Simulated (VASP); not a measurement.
Input for VASP

**KPOINTS**
```
Automatic mesh
0
Gamma
6 6 6
0 0 0
```

### INCAR
```
! general
SYSTEM =PbTe
PREC   =Accurate
ENCUT  =520
LREAL  =F
LASPH  =T

! electronic loop
EDIFF  =1E-6
NELM   =100
ALGO   =Normal
LMAXMIX=4

! smearing
ISMEAR =0
SIGMA  =0.05

! functional
GGA    =RP

! ions
IBRION =2
NSW    =60
ISIF   =3
EDIFFG =-0.01

! output
LWAVE  =F
LCHARG =F
```

File POSCAR:
```
PbTe
1
    0.0000000000     3.3259051378     3.3259051378
    3.3259051378     0.0000000000     3.3259051378
    3.3259051378     3.3259051378     0.0000000000
Te Pb
1 1
Direct
  0.5000000000   0.5000000000   0.5000000000
  0.0000000000   0.0000000000   0.0000000000
```

POTCAR, in this order: Te Pb_d (PBE.64 set). Program: vasp_std.

Q: Translate this RPBE calculation to Ansatz.

A: One equivalent input (not run):
Ansatz 0.2 input:
```yaml
crystal:
  lattice:
    - [0.0000000, 3.3259051, 3.3259051]
    - [3.3259051, 0.0000000, 3.3259051]
    - [3.3259051, 3.3259051, 0.0000000]
  atoms:
    - { symbol: Te, position: [0.5000000, 0.5000000, 0.5000000] }
    - { symbol: Pb, position: [0.0000000, 0.0000000, 0.0000000] }
kpoints:
  mp_grid: { grid: [6, 6, 6] }
hamiltonian:
  xc: rpbe
  pseudopotentials: { kind: paw }
scf:
  occupations: { method: gaussian, width: 0.05 }
  max_iter: 100
relax:
  max_steps: 60
  f_tol: 0.01
  cell: {}
output: { forces: true, stress: true, eigenvalues: true }
```
The two are equivalent in intent, not identical: each code has its own PAW files, so the cut-off isn't converted (ENCUT is set for VASP's; basis.ecutwfc is left out, and Ansatz then takes the one that its files recommend); Ansatz stops its SCF on the density residual and VASP on the energy change (EDIFF).

The compound is PbTe in the rock salt structure. It was relaxed first, which changed the volume by +9 %. The start is the result of an earlier pass.
